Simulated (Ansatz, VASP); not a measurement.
## TiSn: VASP beside Ansatz

One calculation is typed for both programs; each brings its own data sets. How far apart do they land? The cell is generated by rule, not measured, and may not be a known phase. The cell is taken from a series of runs on this material, whose earlier steps may have relaxed, scaled, displaced or heated it; both programs get it as it stands.

Calculated with Ansatz 0.2.0; plane waves, with VASP 6.6.1 beside it; single point at PBE.

The structure was built from a prototype and need not be the compound's stable phase.

**1. The structure**

The structure is hexagonal, space group P6_3/mmc (No. 194). The conventional cell has a = 4.470 Å, b = 4.470 Å, c = 6.452 Å, α = 90.00°, β = 90.00°, γ = 120.00°. Nearest to Ti lie 3 Sn at 2.58 Å. Nearest to Sn lie 3 Ti at 2.58 Å. Farther neighbours are not listed.

**2. Ansatz: single point, PBE**

Ansatz runs on its default PAW (the set named soft_2) files.

With cell and atoms fixed, the geometry can't cause a difference; cores, projectors, grids and the points listed under the comparison can.

Input file input.yaml:

```yaml
crystal:
  lattice:
    - [4.46973, 0.0, 0.0]
    - [-2.23487, 3.8709, 0.0]
    - [0.0, 0.0, 6.4515]
  atoms:
    - { symbol: Ti, position: [0.333333, 0.666667, 0.25] }
    - { symbol: Ti, position: [0.666667, 0.333333, 0.75] }
    - { symbol: Sn, position: [0.666667, 0.333333, 0.25] }
    - { symbol: Sn, position: [0.333333, 0.666667, 0.75] }
kpoints:
  mp_grid: { grid: [6, 6, 4] }
hamiltonian:
  xc: pbe
scf:
  occupations: { method: gaussian, width: 0.1 }
output:
  forces: true
  stress: true
  eigenvalues: true
```

Run with:

```bash
$ ansatz run input.yaml --threads 4 --pin off --max-ram 7168MiB --backend cpu --events-out ev --progress --plain --runs-dir out
```

Numbers of over 12 decimals in the logs are rounded to 6 here.

Log:

```text
Warning: the atoms were moved onto the symmetric positions of the space group found under crystal.symmetry.tolerance 1.0e-5 (fractional; no operation is sought that the atoms, as they stand in a round, miss by more than twice it, and no atom is moved by as much as it), and the run uses the moved positions. Before a round's move an operation carried an atom to 4.47e-6 Å from where it should land, the largest such dist [...]
Engine: ansatz 0.2.0, aarch64-unknown-linux-gnu
Pseudopotentials: kind: paw
Pseudopotential: Ti, paw, valence charge 12, recommended cutoff 420 eV (normal), Ti.paw.azcp
Pseudopotential: Sn, paw, valence charge 14, recommended cutoff 420 eV (normal), Sn.paw.azcp
Functional definition: PBE
  parameter kappa = 0.804
  parameter beta = 0.066725
  exchange = pbe_x(kappa = kappa, mu = beta*pi^2/3)
  correlation = pbe_c(beta = beta)
Crystal: 4 atoms, lattice volume = 111.623 Å³
Basis set: ecut = 420 eV, 2163 PW (Γ), exchange–correlation on 60×60×90 points (8 copies of the dense FFT grid, shifted against one another)
Bands: 32, of which v1, the nominal top of the filled ones, is band 26 counted from 1 (25 counted from 0)
Symmetry: 24 space group operations
Space group: P63/mmc (ITA 194), of the structure as read, at distance tolerance 4.8e-5 Å
k-points: 21 of 144
Non-local potential: Ti, projectors of the file, l = 0: 3, l = 1: 2, l = 2: 3, l = 3: 1
Non-local potential: Sn, projectors of the file, l = 0: 2, l = 1: 2, l = 2: 2, l = 3: 2
PAW form: soft (Blöchl's): semilocal exchange-correlation on the pseudo side does not see the compensation charge
PAW one-centre angular grid: Ti, 590 points (default); XC on 64 Gauss nodes
PAW one-centre angular grid: Sn, 590 points (default); XC on 64 Gauss nodes
Initial density: superposition of atomic densities (neutral atoms: chi_scale 0, normalization atom), corrected by the library's trained network
Initial wavefunctions: pseudopotential atomic-orbital guess
Functional: x = pbe(κ = 0.804, μ = 0.219515), c = pbe(β = 0.066725)
SCF iter   1: F=—  HF=-17045.117536 eV  |F-HF|=—  |Δ(HF+E_count)|=         —  Δρ=3.08e-3  dr2=1.48e-2  ethr=1.77e-3  ⟨swp⟩=6.0  Hψ=2949  notcnv=0
preconditioner: auto → LDOS  [metal: Δε(μ)=0.066 eV  Ē_g=13.679 eV  σ=0.100 eV  W_gap=0.36  n_scr=22 (ndim 8)  ℏωp=21.1 eV  f_vac=0.026  D(μ)=2.13/eV (n_scr^D=8)  β→1.0]
SCF iter   2: F=—  HF=-17045.119462 eV  |F-HF|=—  |Δ(HF+E_count)|=   1.93e-3  Δρ=2.47e-3  dr2=1.01e-2  ethr=2.84e-5  ⟨swp⟩=3.0  Hψ=1519  notcnv=0  defer=5
SCF iter   3: F=—  HF=-17045.117788 eV  |F-HF|=—  |Δ(HF+E_count)|=   1.67e-3  Δρ=4.78e-4  dr2=3.05e-4  ethr=1.94e-5  ⟨swp⟩=2.0  Hψ=836  notcnv=0  defer=5
SCF iter   4: F=—  HF=-17045.117796 eV  |F-HF|=—  |Δ(HF+E_count)|=   8.17e-6  Δρ=6.68e-5  dr2=2.80e-6  ethr=5.86e-7  ⟨swp⟩=2.2  Hψ=883  notcnv=0  defer=5
SCF iter   5: F=—  HF=-17045.117811 eV  |F-HF|=—  |Δ(HF+E_count)|=   1.46e-5  Δρ=1.46e-5  dr2=1.43e-7  ethr=5.38e-9  ⟨swp⟩=2.3  Hψ=988  notcnv=0  defer=5
SCF iter   6: F=-17045.117811 eV  HF=-17045.117811 eV  |F-HF|=2.90e-9  |Δ(HF+E_count)|=   7.91e-8  Δρ=2.65e-6  dr2=5.09e-9  ethr=1.92e-10  ⟨swp⟩=8.4  Hψ=2675  notcnv=0
SCF 1 converged in 6 iterations: F = -17045.117811 eV  dr2 = 5.09e-9
  greatest PAW one-centre occupation: 0.999 electrons in one spin orbital (limit 2), on the Ti atom at site 1 (counted from 0), in its partial waves of l = 0
SCF converged after 6 iterations
Free energy (F): -17045.117811 eV
Harris-Foulkes:  -17045.117811 eV  (|F-HF|=2.90e-9)
Internal energy: -17045.107007 eV  (E = F + TS)
E sigma→0 (E₀):  -17045.112409 eV
Entropy (-TS):   -0.010803 eV (-2.701 meV/atom)
Fermi energy:    8.307238 eV
--- Per-component energies (eV) ---
  E_band       = -656.281018
  E_kinetic    = 919.295959
  E_local      = -4446.607937  (includes V_loc(G=0)·N_el)
  E_nonlocal   = -43.966482
  E_hartree    = 2202.624273
  E_xc         = -958.013250
  E_vxc        = -433.438861  (∫ρ·V_xc dr)
  E_paw        = -10370.581983  (= ΣΔE_a)
  E_vpaw       = -1056.814763  (= ΣTr[D̂ρ^β])
  E_aug_tail   = 0.000254  (compensation charges beyond the density's cutoff)
  E_ewald      = -4347.857842
  E_smearing   = -0.010803  (= −TS)
  E_closure    = 0.000000  (closes the sum)
  Σ components = -17045.117811   (vs F -17045.117811, Δ=0.00e0)
--- Forces (eV/Å), atoms counted from 1 ---
  atom   1  Ti    -0.00000000    -0.00000000     0.00000000
  atom   2  Ti     0.00000000     0.00000000     0.00000000
  atom   3  Sn     0.00000000     0.00000000     0.00000000
  atom   4  Sn    -0.00000000    -0.00000000     0.00000000
  max |Σ_I F_I| component: 5.78e-19 eV/Å
--- Stress (GPa, compression-positive) ---
       12.643212       0.000000       0.000000
        0.000000      12.643212       0.000000
        0.000000       0.000000     -14.298864
  P = ⅓ Tr σ = 3.6625 GPa (36.625 kbar)
--- Band table (eV; the first three rows and the last of 21) ---
  k-point 0: bands = [... 22 lower, 6.9123, 7.0782, 7.0782, 8.5800, 8.6682, 8.6682, 9.2740, 9.2740, ... 2 higher]
  k-point 1: bands = [... 22 lower, 6.9072, 7.0178, 7.0178, 7.9675, 8.8046, 8.8046, 9.2319, 9.2319, ... 2 higher]
  k-point 2: bands = [... 22 lower, 6.9320, 6.9320, 6.9320, 6.9320, 9.0625, 9.0625, 9.0625, 9.0625, ... 2 higher]
  k-point 20: bands = [... 22 lower, 6.7711, 6.7711, 7.6183, 7.6183, 8.7025, 8.7025, 9.2740, 9.2740, ... 2 higher]
```

In the SCF lines HF is the Harris–Foulkes energy and dr2 the Hartree energy of the density residual, in eV; the loop may stop once dr2 is under the threshold and the program's other checks hold. Hψ counts applications of the Hamiltonian.

The run ends at a pressure of 3.66 GPa.

**3. VASP: single point, PBE**

The same cell, functional, mesh and smearing now go to VASP, with its own data sets.

Lines of VASP's logs that name or quote its potential files are left out, and so is its time.

Input file INCAR:

```
SYSTEM = TiSn
PREC = Accurate
ENCUT = 500
EDIFF = 1E-06
NELM = 120
ISMEAR = 0
SIGMA = 0.1
LREAL = .FALSE.
ALGO = Normal
GGA = PE
NBANDS = 32
LASPH = .TRUE.
LORBIT = 11
LWAVE = .FALSE.
LCHARG = .FALSE.
ISIF = 2
GGA_COMPAT = .FALSE.
```

Input file POSCAR:

```
TiSn
1.0
    4.4697300000      0.0000000000      0.0000000000
   -2.2348700000      3.8709000000      0.0000000000
    0.0000000000      0.0000000000      6.4515000000
Ti Sn
2 2
Direct
    0.3333343333      0.6666676667      0.2500000000
    0.6666676667      0.3333343333      0.7500000000
    0.6666676667      0.3333343333      0.2500000000
    0.3333343333      0.6666676667      0.7500000000
```

Input file KPOINTS:

```
Automatic mesh
0
Gamma
6 6 4
0 0 0
```

The projector-augmented-wave data sets are Ti_sv and Sn_d (PBE family, release 64).

Run with:

```bash
$ mpirun -np 1 vasp_std
```

Log:

```text
[banner, memory and clock lines left out]
running    1 mpi-ranks, on    1 nodes
 distrk:  each k-point on    1 cores,    1 groups
 distr:  one band on    1 cores,    1 groups

 POSCAR found type information on POSCAR TiSn
 POSCAR found :  2 types and       4 ions
 LDA part: xc-table for (Slater+PW92), standard interpolation
 POSCAR, INCAR and KPOINTS ok, starting setup
 FFT: planning ... GRIDC
 FFT: planning ... GRID_SOFT
 FFT: planning ... GRID
 WAVECAR not read
 entering main loop
       N       E                     dE             d eps       ncg     rms          rms(c)
DAV:   1     0.586565768765E+03    0.58657E+03   -0.26741E+04  1352   0.218E+03
DAV:   2     0.588076852841E+02   -0.52776E+03   -0.51997E+03  1360   0.597E+02
DAV:   3    -0.162452546249E+02   -0.75053E+02   -0.73807E+02  1928   0.201E+02
DAV:   4    -0.243290180069E+02   -0.80838E+01   -0.80198E+01  2048   0.547E+01
DAV:   5    -0.249069048839E+02   -0.57789E+00   -0.57776E+00  1944   0.107E+01    0.136E+01
DAV:   6    -0.220389820172E+02    0.28679E+01   -0.57974E+01  1768   0.381E+01    0.930E+00
DAV:   7    -0.207729751836E+02    0.12660E+01   -0.18707E+01  1736   0.224E+01    0.355E+00
DAV:   8    -0.207390865347E+02    0.33889E-01   -0.17905E+00  1680   0.730E+00    0.146E+00
DAV:   9    -0.207237173742E+02    0.15369E-01   -0.17718E-01  1864   0.277E+00    0.708E-01
DAV:  10    -0.207244704633E+02   -0.75309E-03   -0.64419E-02  1880   0.125E+00    0.206E-01
DAV:  11    -0.207238055820E+02    0.66488E-03   -0.93829E-03  1768   0.643E-01    0.903E-02
DAV:  12    -0.207237840001E+02    0.21582E-04   -0.78934E-04  1944   0.161E-01    0.176E-02
DAV:  13    -0.207237838529E+02    0.14715E-06   -0.36510E-05  1696   0.505E-02    0.778E-03
DAV:  14    -0.207237836599E+02    0.19305E-06   -0.59805E-06  1456   0.160E-02
   1 F= -.20723784E+02 E0= -.20718352E+02  d E =-.108639E-01
```

From OUTCAR (step 3):

```text
ion  position               nearest neighbor table
   1  0.333  0.667  0.250-   3 2.58   3 2.58   3 2.58   4 3.23   4 3.23
   2  0.667  0.333  0.750-   4 2.58   4 2.58   4 2.58   3 3.23   3 3.23
   3  0.667  0.333  0.250-   1 2.58   1 2.58   1 2.58   2 3.23   2 3.23
   4  0.333  0.667  0.750-   2 2.58   2 2.58   2 2.58   1 3.23   1 3.23

  LATTYP: Found a hexagonal cell.
 ALAT       =     4.4697300000
 C/A-ratio  =     1.4433757744

 Subroutine GETGRP returns: Found 24 space group operations
 (whereof 12 operations were pure point group operations)

The static configuration has the point symmetry D_3d.
 The point group associated with its full space group is D_6h.

 Found     21 irreducible k-points:

   k-points           NKPTS =     21   k-points in BZ     NKDIM =     21   number of bands    NBANDS=     32

   dimension x,y,z NGX =    36 NGY =   36 NGZ =   48
   dimension x,y,z NGXF=    72 NGYF=   72 NGZF=   96

   ENCUT  =  500.0 eV  36.75 Ry    6.06 a.u.   8.15  8.15 11.76*2*pi/ulx,y,z

   NELECT =      52.0000    total number of electrons

 k-points in reciprocal lattice and weights: Automatic mesh
   0.00000000  0.00000000  0.00000000       0.007
   0.16666667  0.00000000  0.00000000       0.042
   0.33333333  0.00000000  0.00000000       0.042
   0.50000000  0.00000000  0.00000000       0.021
   0.16666667  0.16666667  0.00000000       0.042
   0.33333333  0.16666667  0.00000000       0.083
   0.33333333  0.33333333  0.00000000       0.014
   0.00000000  0.00000000  0.25000000       0.014
   0.16666667  0.00000000  0.25000000       0.083
[...]
0.33333333  0.16666667  0.50000000       0.083
   0.33333333  0.33333333  0.50000000       0.014

 average (electrostatic) potential at core
       1 -75.9419       2 -75.9419       3-100.7034       4-100.7035

 E-fermi :   5.4165

 k-point     1 :       0.0000    0.0000    0.0000
  band No.  band energies     occupation
    ...
     21       2.6190      2.00000
     22       4.0247      2.00000
     23       4.0247      2.00000
     24       4.1908      2.00000
     25       4.1908      2.00000
     26       5.6852      0.00014
     27       5.7750      0.00000
     28       5.7750      0.00000
     29       6.3793      0.00000
     30       6.3794      0.00000
    ...

 k-point     2 :       0.1667    0.0000    0.0000
  band No.  band energies     occupation
    ...
     22       3.6841      2.00000
     23       4.0308      2.00000
     24       4.1133      2.00000
     25       4.4447      2.00000
     26       5.4472      0.66401
     27       5.6938      0.00009
     28       5.7580      0.00000
     29       6.4298      0.00000
     30       6.5371      0.00000
     31       6.9456      0.00000
    ...

 k-point     3 :       0.3333    0.0000    0.0000
  band No.  band energies     occupation
    ...
     22       3.2127      2.00000
     23       3.8749      2.00000
     24       4.4240      2.00000
     25       4.7473      2.00000
     26       5.0305      2.00000
     27       5.5608      0.04129
     28       5.9050      0.00000
     29       6.4796      0.00000
     30       6.5023      0.00000
     31       6.8448      0.00000
    ...

  Total        8.7954337      8.7954350     -9.9965053     -0.0000114      0.0000000      0.0000000
  in kB      126.2449164    126.2449342   -143.4844505     -0.0001631      0.0000000      0.0000000
  external PRESSURE =      36.3351334 kB  Pullay stress =       0.0000000 kB

  energy-cutoff  :      500.00
  volume of cell :      111.62
      direct lattice vectors                 reciprocal lattice vectors
     4.469730000  0.000000000  0.000000000     0.223727160  0.129169216  0.000000000
    -2.234870000  3.870900000  0.000000000     0.000000000  0.258337854  0.000000000
     0.000000000  0.000000000  6.451500000     0.000000000  0.000000000  0.155002713

 POSITION                                       TOTAL-FORCE (eV/Angst)
 -----------------------------------------------------------------------------------
     -0.00000      2.58060      1.61288        -0.000000      0.000000      0.000000
      2.23487      1.29030      4.83863         0.000000     -0.000000      0.000000
      2.23487      1.29030      1.61288         0.000000     -0.000000      0.000000
     -0.00000      2.58060      4.83863         0.000000      0.000000      0.000000
 -----------------------------------------------------------------------------------
    total drift:                               -0.005222     -0.009044      0.000002

  FREE ENERGIE OF THE ION-ELECTRON SYSTEM (eV)
  ---------------------------------------------------
  free  energy   TOTEN  =       -20.7237836599 eV

  energy  without entropy=      -20.7129197487  energy(sigma->0) =      -20.71835170

 total charge
# of ion       s       p       d       tot
------------------------------------------
    1        2.187   6.072   1.933  10.192
    2        2.187   6.072   1.933  10.192
    3        1.201   1.416   9.941  12.558
    4        1.201   1.416   9.941  12.558
--------------------------------------------------
tot          6.776  14.977  23.749  45.501

[... 3 further parts left out ...]
```

The run ends at a pressure of 3.63 GPa.

**4. Comparison**

Known differences besides the potentials themselves: the cutoff is 420 eV in Ansatz and 500 eV in VASP. Total energies have different zeros and are not compared.

The two programs side by side:

```
      quantity  Ansatz  VASP  difference
pressure (GPa)    3.66  3.63       +0.03
```

**5. Results**

```json
{"difference in pressure (single point, PBE)": "0.029 GPa"}
```

**Reading.** The difference in pressure is 0.029 GPa (single point, PBE), within the 1 GPa picked in this series as the mark of a large difference. Such differences can come from data sets, numerical settings and the points named under the comparisons, not from the functional's error against experiment.

[Lines on the potential files, build, host, timing and source positions are cut from VASP's logs without a mark.]

[Logs are printed without paths, hosts, clocks, repeated set-up lines and the standing remarks that a program may print on its own settings, such as how far it seeks lower states.]

[Hosts, paths, dates, database ids (printed as entryN), source tags and the programs' standing remarks are cut or masked in the printed files.]
